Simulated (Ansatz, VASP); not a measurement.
# P3S5 (random packing of P38S62) in two plane-wave programs, part 2 of 2

One calculation is typed for both programs; each brings its own data sets. How far apart do they land? The cell is taken from a series of runs on this material, whose earlier steps may have relaxed, scaled, displaced or heated it; both programs get it as it stands.

VASP 6.6.1 and Ansatz 0.2.0.

So far. Step 2 (VASP: single point, PBE): The run ends at a pressure of -8.86 GPa, with forces up to 3.2 eV/Å.

## 3. Ansatz: single point, PBE

Level of this step: Ansatz beside VASP: Kohn-Sham DFT, plane waves, PBE (Ansatz).

Ansatz runs on its default PAW (the set named soft_2) files.

The same cell, functional, mesh and smearing now go to Ansatz, which takes its cutoff from its data sets.

File input.yaml:

```yaml
crystal:
  lattice:
    - [11.7211, 0.0, 0.0]
    - [0.0, 11.7211, 0.0]
    - [0.0, 0.0, 11.7211]
  atoms:
    - { symbol: P, position: [0.76292, 0.75897, 0.44343] }
    - { symbol: P, position: [0.33098, 0.20427, 0.32643] }
    - { symbol: P, position: [0.00052, 0.14374, 0.75804] }
    - { symbol: P, position: [0.07822, 0.42112, 0.96907] }
    - { symbol: P, position: [0.70302, 0.54932, 0.9798] }
    - { symbol: P, position: [0.46399, 0.56316, 0.21088] }
    - { symbol: P, position: [0.75159, 0.68446, 0.24259] }
    - { symbol: P, position: [0.62815, 0.20172, 0.9884] }
    - { symbol: P, position: [0.99403, 0.20937, 0.9987] }
    - { symbol: P, position: [0.84546, 0.56757, 0.76567] }
    - { symbol: P, position: [0.5243, 0.01849, 0.39902] }
    - { symbol: P, position: [0.93441, 0.9035, 0.41401] }
    - { symbol: P, position: [0.33171, 0.4641, 0.8376] }
    - { symbol: P, position: [0.63551, 0.94042, 0.9709] }
    - { symbol: P, position: [0.68098, 0.32895, 0.15976] }
    - { symbol: P, position: [0.81944, 0.92836, 0.24621] }
    - { symbol: P, position: [0.40157, 0.85255, 0.50057] }
    - { symbol: P, position: [0.16019, 0.16294, 0.61158] }
    - { symbol: P, position: [0.50659, 0.75167, 0.93296] }
    - { symbol: P, position: [0.33947, 0.92567, 0.76582] }
    - { symbol: P, position: [0.21651, 0.74677, 0.44435] }
    - { symbol: P, position: [0.21506, 0.35818, 0.52576] }
    - { symbol: P, position: [0.12582, 0.50598, 0.21002] }
    - { symbol: P, position: [0.17744, 0.97038, 0.36564] }
    - { symbol: S, position: [0.63855, 0.18597, 0.51129] }
    - { symbol: S, position: [0.50925, 0.54313, 0.90007] }
    - { symbol: S, position: [0.15002, 0.42264, 0.71585] }
    - { symbol: S, position: [0.6521, 0.62749, 0.57877] }
    - { symbol: S, position: [0.00687, 0.28554, 0.28868] }
    - { symbol: S, position: [0.38359, 0.01173, 0.17343] }
    - { symbol: S, position: [0.90249, 0.96426, 0.84376] }
    - { symbol: S, position: [0.1465, 0.19145, 0.15534] }
    - { symbol: S, position: [0.51724, 0.75715, 0.22048] }
    - { symbol: S, position: [0.41131, 0.20874, 0.53448] }
    - { symbol: S, position: [0.98915, 0.92751, 0.61102] }
    - { symbol: S, position: [0.97615, 0.62586, 0.45022] }
    - { symbol: S, position: [0.65069, 0.39905, 0.74511] }
    - { symbol: S, position: [0.24514, 0.65203, 0.72619] }
    - { symbol: S, position: [0.83843, 0.38102, 0.63932] }
    - { symbol: S, position: [0.51806, 0.04865, 0.60334] }
    - { symbol: S, position: [0.29154, 0.398, 0.04748] }
    - { symbol: S, position: [0.7509, 0.76513, 0.67928] }
    - { symbol: S, position: [0.68967, 0.93889, 0.4973] }
    - { symbol: S, position: [0.9577, 0.23773, 0.54025] }
    - { symbol: S, position: [0.05687, 0.7108, 0.85064] }
    - { symbol: S, position: [0.29889, 0.81421, 0.27287] }
    - { symbol: S, position: [0.17578, 0.92604, 0.95534] }
    - { symbol: S, position: [0.86579, 0.32898, 0.85636] }
    - { symbol: S, position: [0.7964, 0.06586, 0.07816] }
    - { symbol: S, position: [0.55678, 0.89336, 0.76334] }
    - { symbol: S, position: [0.29982, 0.43719, 0.29519] }
    - { symbol: S, position: [0.3797, 0.54206, 0.62294] }
    - { symbol: S, position: [0.1574, 0.96363, 0.15771] }
    - { symbol: S, position: [0.65932, 0.08961, 0.78365] }
    - { symbol: S, position: [0.48459, 0.32033, 0.06762] }
    - { symbol: S, position: [0.18829, 0.61694, 0.99999] }
    - { symbol: S, position: [0.80649, 0.44419, 0.34415] }
    - { symbol: S, position: [0.03946, 0.78361, 0.17276] }
    - { symbol: S, position: [0.32723, 0.27243, 0.89522] }
    - { symbol: S, position: [0.16495, 0.53075, 0.43551] }
    - { symbol: S, position: [0.47253, 0.05339, 0.8989] }
    - { symbol: S, position: [0.85729, 0.09384, 0.38909] }
    - { symbol: S, position: [0.47114, 0.40655, 0.49593] }
    - { symbol: S, position: [0.90543, 0.65851, 0.01675] }
kpoints:
  mp_grid: { grid: [1, 1, 1] }
hamiltonian:
  xc: pbe
scf:
  occupations: { method: fermi_dirac, width: 0.05 }
output:
  forces: true
  eigenvalues: true
  populations: true
  stress: true
```

Run with:

```sh
$ ansatz run input.yaml --threads 4 --pin off --max-ram 15872MiB --backend cpu --events-out ev --progress --plain --runs-dir out
```

Numbers of over 12 decimals in the logs are rounded to 6 here.

What it wrote:

```text
Engine: ansatz 0.2.0, aarch64-unknown-linux-gnu
Pseudopotentials: kind: paw
Pseudopotential: P, paw, valence charge 5, recommended cutoff 420 eV (normal), P.paw.azcp
Pseudopotential: S, paw, valence charge 6, recommended cutoff 420 eV (normal), S.paw.azcp
Functional definition: PBE
  parameter kappa = 0.804
  parameter beta = 0.066725
  exchange = pbe_x(kappa = kappa, mu = beta*pi^2/3)
  correlation = pbe_c(beta = beta)
Crystal: 64 atoms, lattice volume = 1610.294 Å³
Basis set: ecut = 420 eV, 31439 PW (Γ), exchange–correlation on 160×160×160 points (8 copies of the dense FFT grid, shifted against one another)
Bands: 244, of which v1, the nominal top of the filled ones, is band 180 counted from 1 (179 counted from 0)
Symmetry: 1 space group operations
Space group: P1 (ITA 1), of the structure as read, at distance tolerance 1.2e-4 Å
k-points: 1
Non-local potential: P, projectors of the file, l = 0: 2, l = 1: 2, l = 2: 2
Non-local potential: S, projectors of the file, l = 0: 2, l = 1: 2, l = 2: 2
PAW form: soft (Blöchl's): semilocal exchange-correlation on the pseudo side does not see the compensation charge
PAW one-centre angular grid: P, 110 points (default); XC on 64 Gauss nodes
PAW one-centre angular grid: S, 110 points (default); XC on 64 Gauss nodes
Initial density: superposition of atomic densities (neutral atoms: chi_scale 0, normalization atom), corrected by the library's trained network
Initial wavefunctions: pseudopotential atomic-orbital guess
Functional: x = pbe(κ = 0.804, μ = 0.219515), c = pbe(β = 0.066725)
SCF iter   1: F=—  HF=-54156.614417 eV  |F-HF|=—  |Δ(HF+E_count)|=         —  Δρ=6.83e-3  dr2=2.32e0  ethr=1.77e-3  ⟨swp⟩=8.0  Hψ=1260  notcnv=0
preconditioner: auto → LDOS  [metal: Δε(μ)=0.094 eV  Ē_g=7.139 eV  σ=0.050 eV  W_gap=0.43  n_scr=250 (ndim 8)  ℏωp=17.6 eV  f_vac=0.017  D(μ)=43.45/eV (n_scr^D=256)  β→1.0]
SCF iter   2: F=—  HF=-54156.484249 eV  |F-HF|=—  |Δ(HF+E_count)|=   1.30e-1  Δρ=4.10e-3  dr2=8.12e-1  ethr=6.45e-4  ⟨swp⟩=3.0  Hψ=481  notcnv=0  defer=23
SCF iter   3: F=—  HF=-54156.392400 eV  |F-HF|=—  |Δ(HF+E_count)|=   9.18e-2  Δρ=9.79e-4  dr2=5.13e-2  ethr=2.26e-4  ⟨swp⟩=4.0  Hψ=398  notcnv=0  defer=23
SCF iter   4: F=—  HF=-54156.387473 eV  |F-HF|=—  |Δ(HF+E_count)|=   4.93e-3  Δρ=3.27e-4  dr2=4.37e-3  ethr=1.42e-5  ⟨swp⟩=2.0  Hψ=336  notcnv=0  defer=23
SCF iter   5: F=—  HF=-54156.387288 eV  |F-HF|=—  |Δ(HF+E_count)|=   1.85e-4  Δρ=1.34e-4  dr2=8.16e-4  ethr=1.21e-6  ⟨swp⟩=3.0  Hψ=372  notcnv=0  defer=23
SCF iter   6: F=—  HF=-54156.387210 eV  |F-HF|=—  |Δ(HF+E_count)|=   7.85e-5  Δρ=6.05e-5  dr2=1.49e-4  ethr=2.27e-7  ⟨swp⟩=2.0  Hψ=350  notcnv=0  defer=23
SCF iter   7: F=—  HF=-54156.387180 eV  |F-HF|=—  |Δ(HF+E_count)|=   2.93e-5  Δρ=2.70e-5  dr2=3.34e-5  ethr=4.15e-8  ⟨swp⟩=2.0  Hψ=319  notcnv=0  defer=23
SCF iter   8: F=—  HF=-54156.387482 eV  |F-HF|=—  |Δ(HF+E_count)|=   3.02e-4  Δρ=1.11e-5  dr2=5.49e-6  ethr=9.27e-9  ⟨swp⟩=2.0  Hψ=359  notcnv=0  defer=23
SCF iter   9: F=—  HF=-54156.387482 eV  |F-HF|=—  |Δ(HF+E_count)|=   2.88e-7  Δρ=4.11e-6  dr2=6.44e-7  ethr=1.53e-9  ⟨swp⟩=2.0  Hψ=337  notcnv=0  defer=23
SCF iter  10: F=—  HF=-54156.387482 eV  |F-HF|=—  |Δ(HF+E_count)|=   4.51e-8  Δρ=1.64e-6  dr2=1.10e-7  ethr=2.78e-11  ⟨swp⟩=10.0  Hψ=1096  notcnv=0
SCF iter  11: F=-54156.387482 eV  HF=-54156.387482 eV  |F-HF|=1.88e-8  |Δ(HF+E_count)|=   3.85e-9  Δρ=7.77e-7  dr2=2.41e-8  ethr=2.78e-11  ⟨swp⟩=3.0  Hψ=609  notcnv=0
SCF 1 converged in 11 iterations: F = -54156.387482 eV  dr2 = 2.41e-8
  greatest PAW one-centre occupation: 0.890 electrons in one spin orbital (limit 2), on the S atom at site 49 (counted from 0), in its partial waves of l = 0
SCF converged after 11 iterations
Free energy (F): -54156.387482 eV
Harris-Foulkes:  -54156.387482 eV  (|F-HF|=1.88e-8)
Internal energy: -54155.961281 eV  (E = F + TS)
E sigma→0 (E₀):  -54156.174381 eV
Entropy (-TS):   -0.426201 eV (-6.659 meV/atom)
Fermi energy:    3.657871 eV
--- Per-component energies (eV) ---
  E_band       = -724.446756
  E_kinetic    = 5623.728447
  E_local      = -8430.644024  (includes V_loc(G=0)·N_el)
  E_nonlocal   = 1966.045381
  E_hartree    = 2613.449238
  E_xc         = -5196.003022
  E_vxc        = -4739.438711  (∫ρ·V_xc dr)
  E_paw        = -37661.813254  (= ΣΔE_a)
  E_vpaw       = -371.036184  (= ΣTr[D̂ρ^β])
  E_aug_tail   = 0.000153  (compensation charges beyond the density's cutoff)
  E_ewald      = -13070.724199
  E_smearing   = -0.426201  (= −TS)
  E_closure    = -0.000000  (closes the sum)
  Σ components = -54156.387482   (vs F -54156.387482, Δ=0.00e0)
--- Forces (eV/Å), atoms counted from 1 ---
  atom   1  P     -0.18653155    -0.41564087     0.15043882
  atom   2  P     -0.00982479    -0.65044933    -0.40331885
  atom   3  P     -0.75620568    -0.61330290     0.42599415
  atom   4  P      0.40540832    -0.09649319     1.09500899
  atom   5  P      0.62145338     0.46057937    -0.52383214
  atom   6  P      0.60855043     1.54129075     0.03598065
  atom   7  P     -0.59671212     0.71996550     1.01186337
  atom   8  P     -0.34686809     0.75734383     1.36279218
  atom   9  P      0.59890127     0.95765436    -0.84664235
  atom  10  P     -1.09858048     0.08841682     0.44500124
  atom  11  P      0.22266225    -1.13035502     2.05951304
  atom  12  P      0.43389370     1.36321823     1.23084653
  atom  13  P     -0.84868146    -0.68562317    -0.81212356
  atom  14  P     -0.67719224     1.23574214    -1.56927837
  atom  15  P     -1.03507754     0.58600974    -1.82985346
  atom  16  P      0.57170305     0.54075714    -0.36992334
  atom  17  P     -0.48923372     0.17052849    -0.48778837
  atom  18  P     -1.60349844     1.02624037    -0.21431422
  atom  19  P      0.48211203    -0.63801079    -0.86826916
  atom  20  P      1.09000394     0.07557349     0.59833395
  atom  21  P      1.11941469     1.73413347    -1.01647865
  atom  22  P     -0.40334576    -0.13710055     2.03805438
  atom  23  P      0.51416921    -0.69358616     0.41377212
  atom  24  P      0.52608176    -1.76708053     0.04613517
[...]
atom  57  S      0.17461119     0.44794242    -0.40130035
  atom  58  S     -0.24660024     0.61970145    -0.28925071
  atom  59  S     -0.06695969     1.37373637     0.55339843
  atom  60  S     -2.20049911     1.03899565    -0.39874455
  atom  61  S      0.33473137    -0.22646647     0.86141165
  atom  62  S      0.79717867    -1.64754328    -0.84482910
  atom  63  S     -0.62317719    -0.00779919     0.94982272
  atom  64  S     -0.24102266     0.22535442    -0.50701868
  max |Σ_I F_I| component: 2.68e-5 eV/Å
--- Stress (GPa, compression-positive) ---
       -7.634304      -1.385472      -0.462844
       -1.385472      -9.313997      -0.115511
       -0.462844      -0.115511      -9.319427
  P = ⅓ Tr σ = -8.7559 GPa (-87.559 kbar)
--- Band table (eV) ---
  k-point 0: bands = [... 176 lower, 3.5372, 3.5638, 3.5933, 3.6059, 3.6677, 3.7229, 3.7775, 3.8074, ... 60 higher]
--- Löwdin populations: 64 sites ---
  site symbol       q [e]
     0      P      4.7069
     1      P      4.8907
     2      P      4.7303
     3      P      4.8385
     4      P      4.8281
     5      P      4.8883
     6      P      4.8868
     7      P      4.7392
     8      P      4.8667
     9      P      4.7253
    10      P      4.6979
    11      P      4.6720
    12      P      4.5772
    13      P      4.7244
    14      P      4.8827
    15      P      4.8370
    16      P      5.0396
    17      P      4.9193
    18      P      4.8588
    19      P      4.9222
    20      P      4.7688
    21      P      4.7242
    22      P      4.7848
    23      P      4.8711
[...]
56      S      6.2184
    57      S      6.1180
    58      S      6.0736
    59      S      5.8605
    60      S      5.9193
    61      S      6.0336
    62      S      6.0685
    63      S      6.1514
  spilling = 0.008980 (of n_electrons = 360.000000)
```

In the SCF lines HF is the Harris–Foulkes energy and dr2 the Hartree energy of the density residual, in eV; the loop may stop once dr2 is under the threshold and the program's other checks hold. Hψ counts applications of the Hamiltonian.

The run ends at a pressure of -8.76 GPa, with forces up to 3.2 eV/Å.

## 4. Comparison

Known differences besides the potentials themselves: the cutoff is 420 eV in Ansatz and 500 eV in VASP (PREC = Accurate, projectors in real space). Total energies have different zeros and are not compared.

The two programs side by side:

| quantity | Ansatz | VASP | difference |
| --- | --- | --- | --- |
| pressure (GPa) | -8.76 | -8.86 | +0.10 |

Forces on 9 of the 64 atoms, those with the largest forces and the largest differences (eV/Å; atoms numbered as in POSCAR):

| atom | Ansatz x, y, z | VASP x, y, z |
| --- | --- | --- |
| S28 | 1.547, 2.154, 0.076 | 1.573, 2.197, 0.093 |
| S33 | -0.076, -2.580, 0.245 | -0.077, -2.605, 0.244 |
| S40 | -0.120, 1.018, -1.779 | -0.108, 1.054, -1.823 |
| S41 | -1.088, -0.911, -1.977 | -1.084, -0.942, -2.019 |
| S42 | -0.426, -2.445, -0.131 | -0.445, -2.491, -0.149 |
| S50 | -0.849, -2.309, 1.099 | -0.859, -2.309, 1.111 |
| S55 | 3.019, -0.857, 0.508 | 3.049, -0.874, 0.510 |
| S59 | -0.067, 1.374, 0.553 | -0.071, 1.433, 0.573 |
| S60 | -2.200, 1.039, -0.399 | -2.208, 1.028, -0.401 |

The forces differ by 15 meV/Å r.m.s., which is 1.6 % of the r.m.s. force of 0.960 eV/Å (both taken over all components).

## 5. Results

```yaml
r_m_s_force_difference_single_point_pbe: 1.6 % of the r.m.s. force
```

The r.m.s. force difference is 1.6 % of the r.m.s. force (single point, PBE), within the 3 % picked in this series as the mark of a large difference. Such differences can come from data sets, numerical settings and the points named under the comparisons, not from the functional's error against experiment.

[Lines on the potential files, build, host, timing and source positions are cut from VASP's logs without a mark.]

[Logs are printed without paths, hosts, clocks, repeated set-up lines and the standing remarks that a program may print on its own settings, such as how far it seeks lower states.]

[Hosts, paths, dates, database ids (printed as entryN), source tags and the programs' standing remarks are cut or masked in the printed files.]
